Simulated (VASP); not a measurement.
An input for Quantum ESPRESSO's pw.x (written as the equivalent of a VASP run, and not itself run):

```
&CONTROL
  calculation = 'scf'
  pseudo_dir = './pseudo'
  outdir = './out'
  tprnfor = .true.
  tstress = .true.
/
&SYSTEM
  ibrav = 0
  nat = 2
  ntyp = 2
  ecutwfc = 70
  occupations = 'smearing'
  smearing = 'fermi-dirac'
  degauss = 0.00147
  input_dft = 'pbe'
/
&ELECTRONS
  conv_thr = 7.3e-08
  electron_maxstep = 100
/
ATOMIC_SPECIES
  In 114.818 In.upf
  P 30.974 P.upf
CELL_PARAMETERS angstrom
     0.0000000    2.9350000    2.9350000
     2.9350000    0.0000000    2.9350000
     2.9350000    2.9350000    0.0000000
ATOMIC_POSITIONS crystal
  In   0.0000000  0.0000000  0.0000000
  P    0.2500000  0.2500000  0.2500000
K_POINTS automatic
  7 7 7 0 0 0
```

Task: Write the VASP files for the same calculation (PBE).

Result: One answer among several that fit: 
POSCAR:
```
InP
2.9350
  0.0000000000   1.0000000000   1.0000000000
  1.0000000000   0.0000000000   1.0000000000
  1.0000000000   1.0000000000   0.0000000000
In P
1 1
direct
  0.0000000000   0.0000000000   0.0000000000
  0.2500000000   0.2500000000   0.2500000000
```

KPOINTS:
```
Automatic
0
gamma
 7 7 7
0 0 0
```

**INCAR**
```
! general
SYSTEM   =  InP
PREC     =  Accurate
ENCUT    =  300
LREAL    =  .FALSE.
LASPH    =  .TRUE.

! electronic loop
EDIFF    =  1E-6
NELM     =  100
ALGO     =  Normal
LMAXMIX  =  4

! smearing
ISMEAR   =  -1
SIGMA    =  0.02

! functional
GGA      =  PE

! ions
ISIF     =  2

! output
LWAVE    =  .FALSE.
LCHARG   =  .FALSE.
```

POTCAR, in this order: In_d P (PBE.64 set). Program: vasp_std.

What does not carry over: the potentials are each code's own (VASP's PAW set, PseudoDojo norm-conserving files in pw.x), so ENCUT and ecutwfc are chosen apart and not converted; conv_thr bounds pw.x's estimated SCF error, while EDIFF bounds the energy change between steps.

The structure is a typed InP crystal (F-43m). The cell was not relaxed at this level.
